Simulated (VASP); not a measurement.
```
AlTi3
1.0
    5.74525     0.00000     0.00000
   -2.87262     4.97553     0.00000
    0.00000     0.00000     4.62797
Ti Al
6 2
Cartesian
  2.87262   3.28233   1.15699
  0.00000   1.69320   3.47097
 -1.40627   4.12893   3.47097
  4.27889   0.84660   1.15699
  1.46636   0.84660   1.15699
  1.40627   4.12893   3.47097
  0.00000   3.31702   1.15699
  2.87263   1.65851   3.47097
```

The numbers are results of r2SCAN meta-GGA, VASP's PBE PAW potentials (set 64) (plane waves; VASP), not measurements. Run with 400 eV cut-off, 7×7×8 Γ-centred mesh, tetrahedra with Blöchl corrections, potentials Ti_sv Al.

The cores are frozen, which limits the accuracy of field gradients.

### Question
Give the principal components of the electric field gradient (V/Å²) and the asymmetry η at each nucleus.

### Answer

| atom | Vxx | Vyy | Vzz | η |
|---|---|---|---|---|
| Ti1 | 9.4 | 9.4 | -18.8 | 0.00 |
| Ti2 | 9.4 | 9.4 | -18.8 | 0.00 |
| Ti3 | 9.4 | 9.4 | -18.8 | 0.00 |
| Ti4 | 9.4 | 9.4 | -18.8 | 0.00 |
| Ti5 | 9.4 | 9.4 | -18.8 | 0.00 |
| Ti6 | 9.4 | 9.4 | -18.8 | 0.00 |
| Al7 | 0.1 | 0.1 | -0.2 | - |
| Al8 | 0.1 | 0.1 | -0.2 | - |

The structure comes from a computed database's Ti3Al entry (P6_3/mmc); how it stands against other phases isn't given here. It was relaxed first.
